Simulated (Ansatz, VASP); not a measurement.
**Cross-check of SiO2 (Quartz high) between VASP and Ansatz**

One calculation is typed for both programs; each brings its own data sets. How far apart do they land? The cell is taken from a series of runs on this material, whose earlier steps may have relaxed, scaled, displaced or heated it; both programs get it as it stands.

Main program and level: Ansatz 0.2.0; plane waves, with VASP 6.6.1 beside it; G0W0 gap at LDA.

**1. The structure**

Symmetry: P6_222, No. 180, hexagonal system. The conventional cell has a = 5.013 Å, b = 5.013 Å, c = 5.470 Å, α = 90.00°, β = 90.00°, γ = 120.00°. Si has 4 O at 1.62 Å nearest. O has 2 Si at 1.62 Å nearest. Farther neighbours and most contacts between anions are not listed.

Structure file:

```cif
data_structure
_symmetry_space_group_name_H-M 'P6_222'
_symmetry_Int_Tables_number 180
_cell_length_a 5.0130
_cell_length_b 5.0130
_cell_length_c 5.4700
_cell_angle_alpha 90.000
_cell_angle_beta 90.000
_cell_angle_gamma 120.000
_cell_volume 119.05
loop_
_atom_site_label
_atom_site_type_symbol
_atom_site_symmetry_multiplicity
_atom_site_Wyckoff_symbol
_atom_site_fract_x
_atom_site_fract_y
_atom_site_fract_z
_atom_site_occupancy
Si1 Si 3 c 0.50000 0.50000 0.33333 1
O1 O 6 j 0.19700 0.80300 0.83333 1
```

**2. VASP: G0W0 gap, LDA**

Quasiparticle shifts depend on high empty states and on the cores, so they are the hardest test of two PAW sets.

Lines of VASP's logs that name or quote its potential files are left out, and so is its time.

The run reads the wave functions of an earlier VASP run, which isn't shown here.

Input file INCAR:

```
SYSTEM = SiO2
PREC = Accurate
ENCUT = 440
ISMEAR = 0
SIGMA = 0.01
LREAL = .FALSE.
GGA = CA
NBANDS = 256
ALGO = EVGW0
NELMGW = 1
ENCUTGW = 90
NOMEGA = 64
PRECFOCK = Fast
NBANDSGW = 32
LWAVE = .FALSE.
LCHARG = .FALSE.
```

Input file POSCAR:

```
SiO2
1.0
    5.0130000000      0.0000000000      0.0000000000
   -2.5065000000      4.3413853492      0.0000000000
    0.0000000000      0.0000000000      5.4700000000
Si O
3 6
Direct
    0.5000000000      0.5000000000      0.3333333333
    0.0000000000      0.5000000000      0.6666666667
    0.5000000000      0.0000000000      0.0000000000
    0.1970000000      0.8030000000      0.8333333333
    0.3940000000      0.1970000000      0.1666666667
    0.1970000000      0.3940000000      0.5000000000
    0.8030000000      0.1970000000      0.8333333333
    0.6060000000      0.8030000000      0.1666666667
    0.8030000000      0.6060000000      0.5000000000
```

Input file KPOINTS:

```
Automatic mesh
0
Gamma
6 6 4
0 0 0
```

PAW data sets: Si_GW and O_GW (LDA family, release 64).

The run is started by

```console
mpirun -np 16 vasp_std
```

Numbers of over 12 decimals in the logs are rounded to 6 here.

Log:

```text
[banner, memory and clock lines left out]
running   16 mpi-ranks, on    1 nodes
 distrk:  each k-point on   16 cores,    1 groups
 distr:  one band on    1 cores,   16 groups

 POSCAR found type information on POSCAR SiO
 POSCAR found :  2 types and       9 ions
|                                                                             |
|           W    W    AA    RRRRR   N    N  II  N    N   GGGG   !!!           |
|           W    W   A  A   R    R  NN   N  II  NN   N  G    G  !!!           |
|           W    W  A    A  R    R  N N  N  II  N N  N  G       !!!           |
|           W WW W  AAAAAA  RRRRR   N  N N  II  N  N N  G  GGG   !            |
|           WW  WW  A    A  R   R   N   NN  II  N   NN  G    G                |
|           W    W  A    A  R    R  N    N  II  N    N   GGGG   !!!           |
|                                                                             |
|     For optimal performance we recommend to set                             |
|       NCORE = 2 up to number-of-cores-per-socket                            |
|     NCORE specifies how many cores store one orbital (NPAR=cpu/NCORE).      |
|     This setting can greatly improve the performance of VASP for DFT.       |
|     The default, NCORE=1 might be grossly inefficient on modern             |
|     multi-core architectures or massively parallel machines. Do your        |
|     Unfortunately you need to use the default for GW and RPA                |
|     calculations (for HF NCORE is supported but not extensively tested      |
|     yet).                                                                   |
|                                                                             |

|                                                                             |
|           W    W    AA    RRRRR   N    N  II  N    N   GGGG   !!!           |
|           W    W   A  A   R    R  NN   N  II  NN   N  G    G  !!!           |
|           W    W  A    A  R    R  N N  N  II  N N  N  G       !!!           |
|           W WW W  AAAAAA  RRRRR   N  N N  II  N  N N  G  GGG   !            |
|           WW  WW  A    A  R   R   N   NN  II  N   NN  G    G                |
|           W    W  A    A  R    R  N    N  II  N    N   GGGG   !!!           |
|                                                                             |
|     The default for ENCUTGWSOFT is different in this version of VASP.       |
|     please manually set ENCUTGWSOFT =90 in the INCAR file.                  |
|                                                                             |

 LDA part: xc-table for (Slater(with rela. corr.)+CA(PZ))
 , standard interpolation
 found WAVECAR, reading the header
 POSCAR, INCAR and KPOINTS ok, starting setup
 FFT: planning ... GRIDC
 FFT: planning ... GRID_SOFT
 FFT: planning ... GRID
 reading WAVECAR
 the WAVECAR file was read successfully
 initial charge from wavefunction
 available memory per node:     16.94 GB, setting MAXMEM to     17342

 The Fermi energy was updated, please check that it is located mid-gap
 values below the HOMO (VB) or above the LUMO (CB) will cause erroneous energies
 E-fermi :   2.9952

 calculate exact exchange contribution
 the WAVEDER file was read successfully
energies w=
    0.000    0.000    0.512    0.000    1.023    0.000    1.532    0.000
    2.038    0.000    2.539    0.000    3.035    0.000    3.526    0.000
    4.010    0.000    4.487    0.000    4.958    0.000    5.423    0.000
    5.881    0.000    6.333    0.000    6.780    0.000    7.221    0.000
    7.658    0.000    8.090    0.000    8.520    0.000    8.947    0.000
    9.372    0.000    9.797    0.000   10.222    0.000   10.648    0.000
   11.076    0.000   11.508    0.000   11.945    0.000   12.387    0.000
   12.837    0.000   13.295    0.000   13.763    0.000   14.244    0.000
   14.738    0.000   15.248    0.000   15.777    0.000   16.327    0.000
   16.901    0.000   17.502    0.000   18.134    0.000   18.801    0.000
   19.510    0.000   20.265    0.000   21.073    0.000   21.942    0.000
   22.884    0.000   23.908    0.000   25.031    0.000   26.267    0.000
   27.639    0.000   29.175    0.000   30.906    0.000   32.877    0.000
   35.145    0.000   37.783    0.000   40.893    0.000   44.617    0.000
   49.158    0.000   54.814    0.000   62.052    0.000   71.634    0.000
   84.901    0.000  104.453    0.000  136.073    0.000  195.758    0.000
 responsefunction array rank=     240
 LDA part: xc-table for (Slater(with rela. corr.)+CA(PZ))
 , standard interpolation

 min. memory requirement per mpi rank    378.2 MB, per node   6050.4 MB

 allocating   4 responsefunctions rank=   240
 shmem allocating  64 responsefunctions rank=   240
 response function shared by NCSHMEM nodes    1
 Doing            4  frequencies on each core in blocks of           64
NQ=   1    0.0000    0.0000    0.0000,
|.........|.........|.........|.........|.........|.........|.........|.........
 performed       1947000 updates of chi_q(r,r)
 total number of BLAS operations        788.80 Gflops
NQ=   2    0.1667    0.0000    0.0000,
|.........|.........|.........|.........|.........|.........|.........|.........
 performed       4926000 updates of chi_q(r,r)
 total number of BLAS operations       2060.86 Gflops
NQ=   3    0.3333    0.0000    0.0000,
|.........|.........|.........|.........|.........|.........|.........|.........
 performed       7905000 updates of chi_q(r,r)
 total number of BLAS operations       3332.91 Gflops
NQ=   4    0.5000    0.0000    0.0000,
|.........|.........|.........|.........|.........|.........|.........|.........
 performed      10278000 updates of chi_q(r,r)
 total number of BLAS operations       4337.43 Gflops
NQ=   5    0.1667    0.1667    0.0000,
|.........|.........|.........|.........|.........|.........|.........|.........
 performed      13372000 updates of chi_q(r,r)
 total number of BLAS operations       5716.26 Gflops
NQ=   6    0.3333    0.1667    0.0000,
|.........|.........|.........|.........|.........|.........|.........|.........
 performed      17138000 updates of chi_q(r,r)
 total number of BLAS operations       7366.06 Gflops
NQ=   7    0.3333    0.3333    0.0000,
|.........|.........|.........|.........|.........|.........|.........|.........
 performed      19380000 updates of chi_q(r,r)
 total number of BLAS operations       8348.41 Gflops
NQ=   8    0.0000    0.0000    0.2500,
|.........|.........|.........|.........|.........|.........|.........|.........
 performed      21606000 updates of chi_q(r,r)
 total number of BLAS operations       9242.02 Gflops
NQ=   9    0.1667    0.0000    0.2500,
|.........|.........|.........|.........|.........|.........|.........|.........
 performed      25372000 updates of chi_q(r,r)
 total number of BLAS operations      10794.60 Gflops
NQ=  10    0.3333    0.0000    0.2500,
|.........|.........|.........|.........|.........|.........|.........|.........
 performed      29138000 updates of chi_q(r,r)
 total number of BLAS operations      12374.65 Gflops
NQ=  11    0.5000    0.0000    0.2500,
|.........|.........|.........|.........|.........|.........|.........|.........
 performed      31954000 updates of chi_q(r,r)
 total number of BLAS operations      13608.20 Gflops
NQ=  12    0.1667    0.1667    0.2500,
|.........|.........|.........|.........|.........|.........|.........|.........
 performed      35720000 updates of chi_q(r,r)
 total number of BLAS operations      15202.08 Gflops
NQ=  13    0.3333    0.1667    0.2500,
|.........|.........|.........|.........|.........|.........|.........|.........
 performed      39682000 updates of chi_q(r,r)
 total number of BLAS operations      16879.17 Gflops
NQ=  14    0.3333    0.3333    0.2500,
|.........|.........|.........|.........|.........|.........|.........|.........
 performed      42432000 updates of chi_q(r,r)
 total number of BLAS operations      18146.59 Gflops
NQ=  15    0.0000    0.0000    0.5000,
|.........|.........|.........|.........|.........|.........|.........|.........
 performed      44379000 updates of chi_q(r,r)
 total number of BLAS operations      19014.40 Gflops
NQ=  16    0.1667    0.0000    0.5000,
|.........|.........|.........|.........|.........|.........|.........|.........
 performed      47358000 updates of chi_q(r,r)
 total number of BLAS operations      20297.49 Gflops
NQ=  17    0.3333    0.0000    0.5000,
|.........|.........|.........|.........|.........|.........|.........|.........
 performed      50337000 updates of chi_q(r,r)
 total number of BLAS operations      21558.56 Gflops
NQ=  18    0.5000    0.0000    0.5000,
|.........|.........|.........|.........|.........|.........|.........|.........
 performed      52710000 updates of chi_q(r,r)
 total number of BLAS operations      22652.33 Gflops
NQ=  19    0.1667    0.1667    0.5000,
|.........|.........|.........|.........|.........|.........|.........|.........
 performed      55804000 updates of chi_q(r,r)
 total number of BLAS operations      23939.26 Gflops
NQ=  20    0.3333    0.1667    0.5000,
|.........|.........|.........|.........|.........|.........|.........|.........
 performed      59570000 updates of chi_q(r,r)
 total number of BLAS operations      25533.14 Gflops
NQ=  21    0.3333    0.3333    0.5000,
|.........|.........|.........|.........|.........|.........|.........|.........
 performed      61812000 updates of chi_q(r,r)
 total number of BLAS operations      26515.49 Gflops
 resolving degeneracies of screened two electron integrals

 calculate QP shifts <psi_nk| G(iteration)W_0 |psi_nk>: iteration 1
 entering main loop
```

OUTCAR, selected parts (step 2):

```text
ion  position               nearest neighbor table
   1  0.500  0.500  0.333-   5 1.62   8 1.62   6 1.62   9 1.62   3 3.10   3 3.10   2 3.10   2 3.10

  LATTYP: Found a hexagonal cell.
 ALAT       =     5.0130000000
 C/A-ratio  =     1.0911629763

 Subroutine GETGRP returns: Found 12 space group operations
 (whereof  4 operations were pure point group operations)

The static configuration has the point symmetry D_2 .
 The point group associated with its full space group is D_6 .

 Found     21 irreducible k-points:

   k-points           NKPTS =     21   k-points in BZ     NKDIM =    144   number of bands    NBANDS=    256

   dimension x,y,z NGX =    36 NGY =   36 NGZ =   40
   dimension x,y,z NGXF=    72 NGYF=   72 NGZF=   80

   ENCUT  =  440.0 eV  32.34 Ry    5.69 a.u.   8.57  8.57  9.36*2*pi/ulx,y,z

   NELECT =      48.0000    total number of electrons

  energy-cutoff  :      440.00
  volume of cell :      119.05
      direct lattice vectors                 reciprocal lattice vectors
     5.013000000  0.000000000  0.000000000     0.199481348  0.115170610  0.000000000
    -2.506500000  4.341385349  0.000000000     0.000000000  0.230341221  0.000000000
     0.000000000  0.000000000  5.470000000     0.000000000  0.000000000  0.182815356

 k-points in reciprocal lattice and weights: Automatic mesh
   0.00000000  0.00000000  0.00000000       0.007
   0.16666667  0.00000000  0.00000000       0.042
   0.33333333  0.00000000  0.00000000       0.042
   0.50000000  0.00000000  0.00000000       0.021
   0.16666667  0.16666667  0.00000000       0.042
   0.33333333  0.16666667  0.00000000       0.083
   0.33333333  0.33333333  0.00000000       0.014
   0.00000000  0.00000000  0.25000000       0.014
   0.16666667  0.00000000  0.25000000       0.083
[...]
0.33333333  0.16666667  0.50000000       0.083
   0.33333333  0.33333333  0.50000000       0.014

 E-fermi :   2.9952

 QP shifts <psi_nk| G(iteration)W_0 |psi_nk>: iteration 1
 for sc-GW calculations column KS-energies equals QP-energies in previous step
 and V_xc(KS)=  KS-energies - (<T + V_ion + V_H > + <T+V_H+V_ion>^1  + <V_x>^1)
 k-point   1 :       0.0000    0.0000    0.0000
  band No.  KS-energies  QP-energies   sigma(KS)   V_xc(KS)     V^pw_x(r,r')   Z            occupation Imag(sigma)
    ...
     21      -0.8243      -2.3840     -20.6998     -18.7401     -24.7917       0.7959       2.0000       0.0566
     22      -0.1709      -1.6095     -20.8803     -19.0850     -24.8234       0.8013       2.0000       0.0516
     23      -0.1709      -1.6095     -20.8803     -19.0850     -24.8234       0.8013       2.0000       0.0516
     24       0.2137      -1.1458     -21.5611     -19.8648     -25.5714       0.8014       2.0000       0.0509
     25       5.6601       7.1046      -8.8863     -10.5533      -5.7831       0.8665       0.0000      -0.0397
     26       8.9381      10.9266      -9.5017     -11.8457      -6.1474       0.8483       0.0000      -0.0463
     27       8.9381      10.9266      -9.5017     -11.8457      -6.1474       0.8483       0.0000      -0.0463
     28       9.6956      11.6609      -8.7818     -11.0964      -5.1481       0.8491       0.0000      -0.0498
    ...

 k-point   2 :       0.1667    0.0000    0.0000
  band No.  KS-energies  QP-energies   sigma(KS)   V_xc(KS)     V^pw_x(r,r')   Z            occupation Imag(sigma)
    ...
     21      -0.8396      -2.3909     -20.6557     -18.7074     -24.7193       0.7962       2.0000       0.0563
     22      -0.0927      -1.5264     -21.0862     -19.2950     -25.0773       0.8005       2.0000       0.0519
     23      -0.0637      -1.4799     -21.1661     -19.3976     -25.1552       0.8008       2.0000       0.0517
     24       0.0689      -1.3245     -21.3224     -19.5813     -25.3137       0.8003       2.0000       0.0513
     25       6.0554       7.5618      -9.1869     -10.9313      -6.1179       0.8636       0.0000      -0.0400
     26       8.9625      10.9700      -9.2913     -11.6549      -5.7866       0.8494       0.0000      -0.0472
     27       9.1394      11.1506      -9.3923     -11.7639      -5.9328       0.8480       0.0000      -0.0475
     28       9.5120      11.4653      -9.0473     -11.3473      -5.5968       0.8493       0.0000      -0.0482
    ...

 k-point   3 :       0.3333    0.0000    0.0000
  band No.  KS-energies  QP-energies   sigma(KS)   V_xc(KS)     V^pw_x(r,r')   Z            occupation Imag(sigma)
    ...
     21      -0.7147      -2.2502     -20.7271     -18.8007     -24.7700       0.7971       2.0000       0.0555
     22      -0.4642      -1.9325     -20.8681     -19.0301     -24.8511       0.7989       2.0000       0.0533
     23      -0.0260      -1.4515     -21.3166     -19.5340     -25.3602       0.7997       2.0000       0.0522
     24       0.2307      -1.1460     -21.5214     -19.8030     -25.5471       0.8011       2.0000       0.0511
     25       6.9786       8.6307      -9.6043     -11.5318      -6.5317       0.8571       0.0000      -0.0413
     26       8.8638      10.8312      -9.2999     -11.6110      -5.7580       0.8513       0.0000      -0.0477
     27       9.3686      11.3851      -9.6146     -11.9983      -6.3634       0.8459       0.0000      -0.0473
     28       9.6387      11.6527      -9.0140     -11.3874      -5.3513       0.8486       0.0000      -0.0498
    ...

 k-point   4 :       0.5000    0.0000    0.0000
  band No.  KS-energies  QP-energies   sigma(KS)   V_xc(KS)     V^pw_x(r,r')   Z            occupation Imag(sigma)
    ...
     21      -0.8718      -2.3784     -20.7125     -18.8248     -24.7322       0.7981       2.0000       0.0552
     22      -0.5473      -2.0640     -20.8664     -18.9645     -24.9059       0.7974       2.0000       0.0546
     23      -0.0537      -1.4804     -21.3388     -19.5543     -25.3933       0.7995       2.0000       0.0524
     24       0.3226      -1.0378     -21.6644     -19.9672     -25.7062       0.8016       2.0000       0.0510
     25       7.6564       9.4332      -9.5423     -11.6220      -6.3650       0.8543       0.0000      -0.0435
     26       8.5978      10.4508     -10.0634     -12.2461      -6.9204       0.8489       0.0000      -0.0457
     27       9.4192      11.5702      -9.4998     -12.0389      -5.8927       0.8471       0.0000      -0.0486
     28       9.6012      11.6599      -9.3382     -11.7731      -5.8099       0.8455       0.0000      -0.0491
    ...

[... 4 further parts left out ...]
```

[end of part 1 of 2]

[Lines on the potential files, build, host, timing and source positions are cut from VASP's logs without a mark.]

[Logs are printed without paths, hosts, clocks, repeated set-up lines and the standing remarks that a program may print on its own settings, such as how far it seeks lower states.]

[Hosts, paths, dates, database ids (printed as entryN), source tags and the programs' standing remarks are cut or masked in the printed files.]
